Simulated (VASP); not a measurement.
# TlGe4 (I4/mmm) in VASP: single point with vdW-DF-cx

Aim: the single point of TlGe4 with vdW-DF-cx.

Everything below comes from runs of VASP 6.6.1. Logs are shortened: lines on timing, memory, paths and dates and some standing lists are left out, and cuts for length are marked.

## Step 1: The undisturbed crystal

It takes space group I4/mmm (No. 139, tetragonal). The conventional cell has a = 4.401 Å, b = 4.401 Å, c = 11.678 Å, α = 90.00°, β = 90.00°, γ = 90.00°. Tl (site symmetry 4/mmm) has 16 Ge at 3.37 to 3.66 Å as nearest neighbours. Ge (site symmetry -4m2) is surrounded by 8 Ge at 2.74 to 3.11 Å. Ge (site symmetry 4mm) has 5 Ge at 2.58 to 2.74 Å as nearest neighbours.

The cell was built by a generator and needn't be a form met in nature.

## Step 2: Single point, vdW-DF-cx (volume scaled by 0.88)

Input file run.py:

```python
from ase.calculators.vasp import Vasp
from ase.dft.bandgap import bandgap
from ase.io import read

atoms = read('TlGe4.xyz')
calc = Vasp(
    directory='calc',
    xc='vdw-df-cx',
    pp='PBE',
    setups='minimal',
    prec='Accurate',
    encut=500,
    ediff=1e-06,
    ismear=0,
    sigma=0.1,
    lreal=False,
    lasph=True,
    nelm=60,
    algo='Normal',
    isif=2,
    lwave=False,
    lcharg=False,
    kpts=[9, 9, 9],
    gamma=True,
)
atoms.calc = calc

print('energy (eV):', atoms.get_potential_energy())
print('free energy (eV):', atoms.get_potential_energy(force_consistent=True))
print('forces (eV/A):')
print(atoms.get_forces())
print('stress (eV/A^3, Voigt):', atoms.get_stress())
print('Fermi level (eV):', calc.get_fermi_level())
gap, top, bottom = bandgap(calc)
print('band gap (eV):', gap, 'from (spin, k, band)', top, 'to', bottom)
```

Input file TlGe4.xyz:

```xyz
5
Lattice="-2.1085279669 2.1085279669 5.5951938678 2.1085279669 -2.1085279669 5.5951938678 2.1085279669 2.1085279669 -5.5951938678" Properties=species:S:1:pos:R:3 pbc="T T T"
Tl     0.0000000000      0.0000000000      0.0000000000
Ge     0.0000000000      2.1085279669      2.7975969339
Ge     0.0000000000      0.0000000000      4.3567927116
Ge     0.0000000000      0.0000000000      6.8335950240
Ge     2.1085279669      0.0000000000      2.7975969339
```

Potentials or basis: VASP PAW PBE potentials, release 64 (Tl, Ge).

Started as:

```
$ python run.py
```

The program printed:

```text
<dir> UserWarning: vdW has been enabled, however no location for the vdw_kernel.bindat file has been specified. Set ASE_VASP_VDW environment variable to copy the vdW kernel.
  warnings.warn(
energy (eV): -12.34675704
free energy (eV): -12.3516059
forces (eV/A):
[[ 0.          0.          0.        ]
 [ 0.          0.          0.        ]
 [-0.         -0.         -0.44130244]
 [ 0.          0.          0.44130244]
 [ 0.          0.          0.        ]]
stress (eV/A^3, Voigt): [-0.06262414 -0.06262414 -0.0682811  -0.          0.         -0.        ]
Fermi level (eV): 5.45746837
band gap (eV): 0.0 from (spin, k, band) (None, None, None) to (None, None, None)
```

OUTCAR:

```text
ENCUT = 500.000000
   EDIFF = 1.00e-06
   GGA = CX
   PREC = Accurate
   ISIF = 2
   ISMEAR = 0
   NELM = 60
   LASPH = .TRUE.
   LREAL = .FALSE.

 ion  position               nearest neighbor table
   1  0.000  0.000  0.000-   4 3.23   4 3.23   4 3.23   3 3.23   4 3.23   3 3.23   3 3.23   3 3.23
                             2 3.50   5 3.50   5 3.50   2 3.50   2 3.50   2 3.50   5 3.50   5 3.50
   2  0.750  0.250  0.500-   3 2.62   4 2.62   3 2.62   4 2.62   1 3.50   1 3.50   1 3.50   1 3.50

   3  0.389  0.389  0.000-   4 2.48   2 2.62   5 2.62   5 2.62   2 2.62   1 3.23   1 3.23   1 3.23
                             1 3.23
   4  0.611  0.611  0.000-   3 2.48   2 2.62   5 2.62   2 2.62   5 2.62   1 3.23   1 3.23   1 3.23
                             1 3.23
   5  0.250  0.750  0.500-   3 2.62   4 2.62   3 2.62   4 2.62   1 3.50   1 3.50   1 3.50   1 3.50

  LATTYP: Found a body centered tetragonal cell.
 ALAT       =     4.2170559338
 C/A-ratio  =     2.6536019231

  Lattice vectors:

 A1 = (  -2.1085279669,   2.1085279669,   5.5951938678)
 A2 = (   2.1085279669,  -2.1085279669,   5.5951938678)
 A3 = (   2.1085279669,   2.1085279669,  -5.5951938678)

Analysis of symmetry for initial positions (statically):
=====================================================================
 Subroutine PRICEL returns:
 Original cell was already a primitive cell.

 Routine SETGRP: Setting up the symmetry group for a
 body centered tetragonal supercell.

 Subroutine GETGRP returns: Found 16 space group operations
 (whereof 16 operations were pure point group operations)
 out of a pool of 16 trial point group operations.

The static configuration has the point symmetry D_4h.

Analysis of symmetry for dynamics (positions and initial velocities):
=====================================================================
 Subroutine PRICEL returns:
[... 169 lines left out ...]
 cond. band min:       5.4775337364   @ k =  -0.3333  -0.4444   0.3333
 fundamental gap:      0.0231511887
 Fermi energy:         5.4574683674

 k-point     1 :       0.0000    0.0000    0.0000
  band No.  band energies     occupation
      1      -7.9236      2.00000
      2      -3.1099      2.00000
      3      -2.7064      2.00000
      4      -0.1086      2.00000
      5       1.4026      2.00000
      6       1.7559      2.00000
      7       1.7559      2.00000
      8       3.6599      2.00000
      9       3.6599      2.00000
     10       4.4443      2.00000
     11       6.0853      0.00000
     12       8.6607      0.00000
     13       8.8381      0.00000
[... 354 lines left out ...]
  band No.  band energies     occupation
      1      -4.5322      2.00000
      2      -4.0787      2.00000
      3      -3.6467      2.00000
      4      -2.4202      2.00000
      5      -1.0657      2.00000
      6       0.9356      2.00000
      7       1.1845      2.00000
      8       2.4548      2.00000
      9       3.4536      2.00000
     10       3.9257      2.00000
     11       7.0486      0.00000
     12       8.4431      0.00000
     13       8.9273      0.00000

 [... further k-points ...]

------------------------ aborting loop because EDIFF is reached ----------------------------------------

  FORCE on cell =-STRESS in cart. coord.  units (eV):
  Direction    XX          YY          ZZ          XY          YZ          ZX
  --------------------------------------------------------------------------------------
  -------------------------------------------------------------------------------------
  Total        6.2312543      6.2312543      6.7941356      0.0000000      0.0000000     -0.0000000
  in kB      100.3349405    100.3349405    109.3983898      0.0000000      0.0000000     -0.0000000
  external PRESSURE =     103.3560903 kB  Pullay stress =       0.0000000 kB

 VOLUME and BASIS-vectors are now :
 -----------------------------------------------------------------------------
  energy-cutoff  :      500.00
  volume of cell :       99.50
      direct lattice vectors                 reciprocal lattice vectors
    -2.108527967  2.108527967  5.595193868     0.000000000  0.237132259  0.089362408
     2.108527967 -2.108527967  5.595193868     0.237132259  0.000000000  0.089362408
     2.108527967  2.108527967 -5.595193868     0.237132259  0.237132259  0.000000000

 POSITION                                       TOTAL-FORCE (eV/Angst)
 -----------------------------------------------------------------------------------
      0.00000      0.00000      0.00000         0.000000      0.000000      0.000000
      0.00000      2.10853      2.79760         0.000000      0.000000      0.000000
      0.00000      0.00000      4.35679        -0.000000     -0.000000     -0.441302
      0.00000      0.00000      6.83360         0.000000      0.000000      0.441302
      2.10853      0.00000      2.79760         0.000000      0.000000      0.000000
 -----------------------------------------------------------------------------------
    total drift:                               -0.000000      0.000000      0.000000

  FREE ENERGIE OF THE ION-ELECTRON SYSTEM (eV)
  ---------------------------------------------------
  free  energy   TOTEN  =       -12.3516059001 eV

  energy  without entropy=      -12.3419081842  energy(sigma->0) =      -12.34675704

Total vdW correction in eV:      3.1391060
```

INCAR:

```text
AGGAC = 0.000000
ENCUT = 500.000000
SIGMA = 0.100000
EDIFF = 1.00e-06
ALGO = Normal
GGA = CX
PREC = Accurate
ISIF = 2
ISMEAR = 0
NELM = 60
LASPH = .TRUE.
LCHARG = .FALSE.
LUSE_VDW = .TRUE.
LWAVE = .FALSE.
LREAL = .FALSE.
```

Wall time 3.5 min (1 thread of Intel Xeon 6975P-C (Granite Rapids), shared host); peak memory 0.88 GiB.

What came out:

```
Free energy            : -12.3516 eV
Pressure               : 10.3 GPa
Largest force          : 0.441 eV/Å
Band gap on the k mesh : none (metal or under the smearing width)
```

Forces in eV/Å, atoms in the order of the input:
```
Tl   0.000  0.000  0.000
Ge   0.000  0.000  0.000
Ge   0.000  0.000 -0.441
Ge   0.000  0.000  0.441
Ge   0.000  0.000  0.000
```

Stress tensor (GPa, compression positive):
```
10.03  0.00  0.00
 0.00 10.03  0.00
 0.00  0.00 10.94
```

Levels at points of the mesh, in eV from the Fermi level:
```
           k point  band 6  band 7  band 8  band 9  band 10  band 11  band 12  band 13
(0.00, 0.00, 0.00)   -3.70   -3.70   -1.80   -1.80    -1.01     0.63     3.20     3.38
```

Caveat: the PAW data sets were made with another functional, which shifts forces and pressure a little.

## Step 3: For comparison

An earlier run on the cell as given: functional PBE; potentials or basis VASP PAW PBE potentials, release 64 (Tl_d, Ge_d); cutoff 520 eV; k mesh 9 × 9 × 9; occupations fermi-dirac, width 0.05 eV; no spin polarisation.

- Pressure: 2.0 GPa
- Largest force: 0.622 eV/Å
- Band gap on the k mesh: none (metal or under the smearing width)
